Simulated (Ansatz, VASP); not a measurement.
## Cross-check of NiGe between VASP and Ansatz

Aim: how closely do two programs agree when they are given the same cell, functional and k mesh? The cell is taken from a series of VASP runs on this material, whose earlier steps may have relaxed, scaled or displaced it; both programs get it as it stands.

Calculated with Ansatz 0.2.0; plane waves, with VASP 6.6.1 beside it; relaxation of cell and atoms at RPBE.

## (1) The starting structure

It takes space group Pnma (No. 62, orthorhombic). The conventional cell has a = 5.497 Å, b = 3.453 Å, c = 5.915 Å, α = 90.00°, β = 90.00°, γ = 90.00°. Nearest to Ge lie 6 Ni at 2.37 to 2.55 Å. Nearest to Ni lie 6 Ge at 2.37 to 2.55 Å. Farther neighbours are not listed.

## (2) Ansatz: relaxation of cell and atoms, RPBE

Ansatz runs on its default PAW (the set named soft_2) files.

The relaxed volume is the usual yardstick between codes: its relative difference is about their pressure difference at one cell divided by the bulk modulus.

File input.yaml:

```yaml
crystal:
  lattice:
    - [5.49695317, 0.0, 0.0]
    - [0.0, 3.45344364, 0.0]
    - [0.0, 0.0, 5.91479671]
  atoms:
    - { symbol: Ge, position: [0.310185678, 0.25, 0.915072478] }
    - { symbol: Ge, position: [0.689814322, 0.75, 0.084927522] }
    - { symbol: Ge, position: [0.189814322, 0.75, 0.415072478] }
    - { symbol: Ge, position: [0.810185678, 0.25, 0.584927522] }
    - { symbol: Ni, position: [0.495281353, 0.25, 0.310351872], spin: 1.0 }
    - { symbol: Ni, position: [0.504718647, 0.75, 0.689648128], spin: 1.0 }
    - { symbol: Ni, position: [0.004718647, 0.75, 0.810351872], spin: 1.0 }
    - { symbol: Ni, position: [0.995281353, 0.25, 0.189648128], spin: 1.0 }
hamiltonian:
  xc: rpbe
  pseudopotentials: { kind: paw }
magnetization:
  spin_polarized: true
kpoints:
  mp_grid: { grid: [4, 7, 4] }
scf:
  occupations: { method: gaussian, width: 0.05 }
relax:
  f_tol: 0.01
  max_steps: 60
  cell: { stress_tol: 0.05 }
output:
  forces: true
  stress: true
```

Command:

```
ansatz run input.yaml --threads 4 --pin off --max-ram 9216MiB --backend cpu --events-out ev --progress --plain --runs-dir out
```

Numbers of over 12 decimals in the logs are rounded to 6 here.

The program printed:

```text
Engine: ansatz 0.2.0, aarch64-unknown-linux-gnu
Pseudopotentials: kind: paw
Pseudopotential: Ge, paw, valence charge 14, recommended cutoff 420 eV (normal), Ge.paw.azcp
Pseudopotential: Ni, paw, valence charge 18, recommended cutoff 420 eV (normal), Ni.paw.azcp
Functional definition: RPBE
  parameter kappa = 0.804
  parameter beta = 0.066725
  exchange = rpbe_x(kappa = kappa, mu = beta*pi^2/3)
  correlation = pbe_c(beta = beta)
Crystal: 8 atoms, lattice volume = 112.283 Å³
Basis set: ecut = 420 eV, 2199 PW (Γ), exchange–correlation on 80×48×80 points (8 copies of the dense FFT grid, shifted against one another)
Bands: 80, of which v1, the nominal top of the filled ones, is band 64 counted from 1 (63 counted from 0)
Symmetry: 8 space group operations
Space group: Pnma (ITA 62), of the structure as read, at distance tolerance 4.8e-5 Å
Magnetic group: BNS 62.441 (UNI 539), of the structure as read, at distance tolerance 4.8e-5 Å
k-points: 36 of 112
Non-local potential: Ge, projectors of the file, l = 0: 2, l = 1: 2, l = 2: 3, l = 3: 1
Non-local potential: Ni, projectors of the file, l = 0: 3, l = 1: 2, l = 2: 3, l = 3: 1
PAW form: soft (Blöchl's): semilocal exchange-correlation on the pseudo side does not see the compensation charge
PAW frozen core: Ge, regenerated for the run's functional, and the local potential with it (the file was generated under x = pbe(κ = 0.804, μ = 0.219515), c = pbe(β = 0.066725))
PAW frozen core: Ni, regenerated for the run's functional, and the local potential with it (the file was generated under x = pbe(κ = 0.804, μ = 0.219515), c = pbe(β = 0.066725))
PAW one-centre angular grid: Ge, 590 points (default); XC on 64 Gauss nodes
PAW one-centre angular grid: Ni, 590 points (default); XC on 64 Gauss nodes
Initial density: superposition of atomic densities (chi_scale 0.1, normalization cell)
Starting moments: Σ|m| = 4 μB on 4 of 8 sites
Initial wavefunctions: pseudopotential atomic-orbital guess
Functional: x = rpbe, c = pbe(β = 0.066725)
iter 1 solved again at ethr=7.70e-4 eV; its pass at ethr=3.10e-3 eV (dr2=9.85e-1 eV) is discarded
SCF iter   1: F=—  HF=-40576.622767 eV  |F-HF|=—  |Δ(HF+E_count)|=         —  Δρ=3.58e-2 (↑3.45e-2 ↓3.58e-2)  dr2=9.93e-1  dr2_m=9.26e-1  M=1.862 μB ∫|m|=2.799 μB  β_m=0.30  ethr=7.70e-4  ⟨swp⟩=1.7  Hψ=24900  notcnv=0
Mixer restart at iter 1: flushing history
preconditioner: auto → Kerker (q_TF=auto, 2.789 Å⁻¹)  [metal: Δε(μ)=0.013 eV  Ē_g=16.916 eV  σ=0.050 eV  W_gap=0.14  n_scr=38 (ndim 8)  ℏωp=34.3 eV  f_vac=0.000  D(μ)=4.02/eV (n_scr^D=38)]
spin=Collinear: Kerker preconditioning applied to the charge; magnetization (m = ρ↑ − ρ↓) channel mixes plain (no charge-response kernel on spin).
SCF iter   2: F=—  HF=-40578.476614 eV  |F-HF|=—  |Δ(HF+E_count)|=    1.85e0  Δρ=4.88e-2 (↑2.15e-2 ↓4.88e-2)  dr2=1.78e0  dr2_m=1.04e0  M=1.407 μB ∫|m|=2.354 μB  β_m=0.65  ethr=7.70e-4  ⟨swp⟩=2.0  Hψ=6894  notcnv=0
SCF iter   3: F=—  HF=-40582.025911 eV  |F-HF|=—  |Δ(HF+E_count)|=    3.55e0  Δρ=5.02e-2 (↑1.56e-2 ↓5.02e-2)  dr2=2.23e0  dr2_m=9.80e-1  M=0.780 μB ∫|m|=1.733 μB  β_m=0.25  ethr=7.70e-4  ⟨swp⟩=2.8  Hψ=8879  notcnv=0
SCF iter   4: F=—  HF=-40583.285311 eV  |F-HF|=—  |Δ(HF+E_count)|=    1.26e0  Δρ=2.53e-2 (↑2.11e-2 ↓2.53e-2)  dr2=4.44e-1  dr2_m=4.97e-1  M=0.465 μB ∫|m|=1.227 μB  β_m=0.40  ethr=7.70e-4  ⟨swp⟩=2.2  Hψ=8343  notcnv=0  defer=654
SCF iter   5: F=—  HF=-40584.109342 eV  |F-HF|=—  |Δ(HF+E_count)|=   8.24e-1  Δρ=1.85e-2 (↑1.85e-2 ↓1.44e-2)  dr2=6.91e-1  dr2_m=7.77e-3  M=0.029 μB ∫|m|=0.187 μB  β_m=0.73  ethr=3.47e-4  ⟨swp⟩=3.0  Hψ=9039  notcnv=0  defer=652
SCF iter   6: F=—  HF=-40584.043403 eV  |F-HF|=—  |Δ(HF+E_count)|=   6.59e-2  Δρ=1.07e-2 (↑1.06e-2 ↓1.07e-2)  dr2=3.12e-1  dr2_m=8.61e-4  M=-0.018 μB ∫|m|=0.021 μB  β_m=0.73  ethr=3.47e-4  ⟨swp⟩=2.0  Hψ=7141  notcnv=0  defer=652
SCF iter   7: F=—  HF=-40584.003524 eV  |F-HF|=—  |Δ(HF+E_count)|=         —  Δρ=2.55e-3 (↑1.48e-3 ↓2.55e-3)  dr2=1.24e-2  dr2_m=4.44e-4  M=-0.001 μB ∫|m|=0.008 μB  β_m=0.73  ethr=2.44e-4  ⟨swp⟩=2.1  Hψ=7524  notcnv=0  defer=652
Mixer restart at iter 7: flushing history
SCF iter   8: F=—  HF=-40584.009916 eV  |F-HF|=—  |Δ(HF+E_count)|=   6.39e-3  Δρ=2.96e-3 (↑2.96e-3 ↓2.62e-3)  dr2=1.84e-2  dr2_m=4.77e-5  M=0.000 μB ∫|m|=0.003 μB  β_m=0.73  ethr=9.70e-6  ⟨swp⟩=2.0  Hψ=11072  notcnv=0  defer=652
SCF iter   9: F=—  HF=-40584.004210 eV  |F-HF|=—  |Δ(HF+E_count)|=   5.71e-3  Δρ=3.42e-4 (↑2.20e-4 ↓3.42e-4)  dr2=3.48e-4  dr2_m=1.37e-5  M=0.000 μB ∫|m|=0.002 μB  β_m=0.83  ethr=9.70e-6  ⟨swp⟩=2.0  Hψ=9090  notcnv=0  defer=652
SCF iter  10: F=—  HF=-40584.004309 eV  |F-HF|=—  |Δ(HF+E_count)|=   9.91e-5  Δρ=1.26e-4 (↑1.26e-4 ↓1.18e-4)  dr2=4.99e-5  dr2_m=1.58e-7  M=0.000 μB ∫|m|=0.001 μB  β_m=0.92  ethr=2.72e-7  ⟨swp⟩=2.0  Hψ=7574  notcnv=0  defer=652
SCF iter  11: F=—  HF=-40584.004319 eV  |F-HF|=—  |Δ(HF+E_count)|=   1.00e-5  Δρ=7.22e-5 (↑7.18e-5 ↓7.22e-5)  dr2=1.73e-5  dr2_m=5.27e-9  M=0.000 μB ∫|m|=0.000 μB  β_m=0.85  ethr=3.89e-8  ⟨swp⟩=2.8  Hψ=8921  notcnv=0  defer=652
SCF iter  12: F=—  HF=-40584.004317 eV  |F-HF|=—  |Δ(HF+E_count)|=   2.53e-6  Δρ=1.54e-5 (↑1.52e-5 ↓1.54e-5)  dr2=1.08e-6  dr2_m=1.15e-10  M=-0.000 μB ∫|m|=0.000 μB  β_m=0.79  ethr=1.35e-8  ⟨swp⟩=2.0  Hψ=9200  notcnv=0  defer=652
SCF iter  13: F=—  HF=-40584.004317 eV  |F-HF|=—  |Δ(HF+E_count)|=   2.06e-7  Δρ=2.35e-5 (↑2.35e-5 ↓2.23e-5)  dr2=1.40e-6  dr2_m=1.10e-9  M=-0.000 μB ∫|m|=0.000 μB  β_m=0.89  ethr=8.43e-10  ⟨swp⟩=2.0  Hψ=9201  notcnv=0  defer=652
SCF iter  14: F=—  HF=-40584.004317 eV  |F-HF|=—  |Δ(HF+E_count)|=   9.47e-8  Δρ=3.91e-6 (↑3.85e-6 ↓3.91e-6)  dr2=5.92e-8  dr2_m=1.00e-10  M=-0.000 μB ∫|m|=0.000 μB  β_m=0.94  ethr=8.43e-10  ⟨swp⟩=2.0  Hψ=7455  notcnv=0  defer=652
SCF iter  15: F=-40584.004317 eV  HF=-40584.004317 eV  |F-HF|=2.25e-8  |Δ(HF+E_count)|=   7.23e-9  Δρ=2.67e-6 (↑2.67e-6 ↓2.64e-6)  dr2=2.59e-8  dr2_m=6.34e-12  M=-0.000 μB ∫|m|=0.000 μB  ethr=4.63e-11  ⟨swp⟩=2.0  Hψ=16617  notcnv=0
WARN: the starting moments were not kept: the SCF closed with an absolute magnetisation of 5.3e-6 μB, where they sum to 4 μB in size (4 sites). That is at most 0.1 of that sum. Measured as dr2_m measures the in/out step, that magnetisation stands 2.4e-12 eV from none, at or under the dr2_threshold of 1.0e-7 eV: it is no larger than a step whose dr2_m would equal this threshold. The system may hold no moment; this SCF [...]
SCF 1 converged in 15 iterations: F = -40584.004317 eV  dr2 = 2.59e-8
  greatest PAW one-centre occupation: 1.001 electrons in one spin orbital (limit 2), on the Ni atom at site 5 (counted from 0), in its partial waves of l = 1
relax step   1: F+E_penalty+E_count = -40584.00431696 eV  Δ(F+E_penalty+E_count) = +0.000e0 eV  max|allowed force component| = 7.278e-3 eV/Å  Δτ_max = 0.0000 Å  P = +0.243 GPa  Ω = 112.283 Å³  (15 SCF iters, dr2 threshold 1.00e-7 eV, accepted)
[...]
relax step   2: F+E_penalty+E_count = -40584.00448574 eV  Δ(F+E_penalty+E_count) = -1.688e-4 eV  max|allowed force component| = 3.594e-3 eV/Å  Δτ_max = 0.0016 Å  P = +0.057 GPa  Ω = 112.466 Å³  energy of the carried Pulay correction = -7.237e-5 eV  (6 SCF iters, dr2 threshold 2.43e-7 eV, accepted)
[...]
relax step   3: F+E_penalty+E_count = -40584.00448950 eV  Δ(F+E_penalty+E_count) = -3.762e-6 eV  max|allowed force component| = 9.458e-4 eV/Å  Δτ_max = 0.0007 Å  P = -0.007 GPa  Ω = 112.534 Å³  energy of the carried Pulay correction = -9.838e-5 eV  (7 SCF iters, dr2 threshold 2.34e-8 eV, accepted)
[...]
relax step   4: F+E_penalty+E_count = -40584.00458180 eV  Δ(F+E_penalty+E_count) = -9.230e-5 eV  max|allowed force component| = 9.448e-4 eV/Å  Δτ_max = 0.0000 Å  P = -0.008 GPa  Ω = 112.534 Å³  stress off target by 1.98e-2 GPa  SCF on the basis re-selected at this cell (its energy is not comparable with the rows above)  (9 SCF iters)
basis re-selected at this cell: Δ(F+E_penalty+E_count) = -9.230e-5 eV, ΔP = -0.001 GPa vs the last step (what re-selecting the basis moved, of the pressure what is left beyond the Pulay correction that the steps carried, after the strain that the cell walked since its last selection, with what the two solves' SCF thresholds leave and, on support functions, any second-order correction that the steps lacked; it is no m [...]
SCF converged after 9 iterations
Magnetization: 0.0000 μB (64.0000 up, 64.0000 down)
Absolute magnetization: 0.0000 μB (∫|ρ↑−ρ↓|, with the PAW one-centre terms)
Spin contamination: 0.0000 ħ² per cell (⟨S²⟩ above its minimum at these occupations)
Per-site moments (μB) at R_I (Å): [(-3.8948691653859274e-11, 0.979082), (-3.8948694200933507e-11, 0.979082), (-3.894851816193862e-11, 0.979082), (-3.8948815979148095e-11, 0.979082), (3.9325702163975255e-10, 0.979082), (3.9325673823512336e-10, 0.979082), (3.932567431673014e-10, 0.979082), (3.932569619577722e-10, 0.979082)]
Free energy (F): -40584.004582 eV
Harris-Foulkes:  -40584.004582 eV  (|F-HF|=1.46e-11)
Internal energy: -40584.002381 eV  (E = F + TS)
E sigma→0 (E₀):  -40584.003481 eV
Entropy (-TS):   -0.002201 eV (-0.275 meV/atom)
Fermi energy:    14.661890 eV
--- Per-component energies (eV) ---
  E_band       = -1661.375116
  E_kinetic    = 1580.307863
  E_local      = -23877.622126  (includes V_loc(G=0)·N_el)
  E_nonlocal   = 4223.787912
  E_hartree    = 10238.103646
  E_xc         = -642.467963
  E_vxc        = -696.124543  (∫ρ·V_xc dr)
  E_paw        = -14653.470131  (= ΣΔE_a)
  E_vpaw       = -3367.935650  (= ΣTr[D̂ρ^β])
  E_aug_tail   = 0.003465  (compensation charges beyond the density's cutoff)
  E_ewald      = -17451.740039
  E_core_change = -0.905007  (= ΣΔE_core)
  E_smearing   = -0.002201  (= −TS)
  E_closure    = 0.000000  (closes the sum)
  Σ components = -40584.004582   (vs F -40584.004582, Δ=0.00e0)
--- Forces (eV/Å), atoms counted from 1 ---
  atom   1  Ge    -0.00084544     0.00000000     0.00029593
  atom   2  Ge     0.00084544     0.00000000    -0.00029593
  atom   3  Ge     0.00084544    -0.00000000     0.00029593
  atom   4  Ge    -0.00084544     0.00000000    -0.00029593
  atom   5  Ni     0.00094483     0.00000000    -0.00060849
  atom   6  Ni    -0.00094483    -0.00000000     0.00060849
  atom   7  Ni    -0.00094483     0.00000000    -0.00060849
  atom   8  Ni     0.00094483    -0.00000000     0.00060849
  max |Σ_I F_I| component: 6.94e-18 eV/Å
--- Stress (GPa, compression-positive) ---
        0.001669       0.000000      -0.000000
        0.000000      -0.005483      -0.000000
       -0.000000      -0.000000      -0.019779
  P = ⅓ Tr σ = -0.0079 GPa (-0.079 kbar)
--- Relaxed structure (3 steps of the walk, 3 accepted, 1 SCFs on fresh bases) ---
  F+E_penalty+E_count = -40584.00458180 eV   max|allowed force component| = 9.448e-4 eV/Å   (the final SCF, on the basis selected at the relaxed cell)
  cell:  # Å, volume = 112.5341 Å³
    - [5.496311, 0, 0]
    - [0, 3.458212, 4.50797998723387e-19]
    - [0, 7.72092669716676e-19, 5.920539]
  atoms:
    - { symbol: Ge, position: [0.309890, 0.25, 0.915070] }
    - { symbol: Ge, position: [0.690110, 0.75, 0.084930] }
    - { symbol: Ge, position: [0.190110, 0.75, 0.415070] }
    - { symbol: Ge, position: [0.809890, 0.25, 0.584930] }
    - { symbol: Ni, position: [0.495543, 0.25, 0.310049] }
    - { symbol: Ni, position: [0.504457, 0.75, 0.689951] }
    - { symbol: Ni, position: [0.00445653, 0.75, 0.810049] }
    - { symbol: Ni, position: [0.995543, 0.25, 0.189951] }
```

The job ended after 45 s (4 threads of Arm Neoverse V2, shared host; peak memory 0.84 GiB).

(Part 1 of 2 ends here.)

[Lines on the potential files, build, host, timing and source positions are cut from VASP's logs without a mark.]

[Logs are printed without paths, hosts, clocks, repeated set-up lines and the standing remarks that a program may print on its own settings, such as how far it seeks lower states.]

[Hosts, paths, dates, database ids (printed as entryN), source tags and the programs' standing remarks are cut or masked in the printed files.]
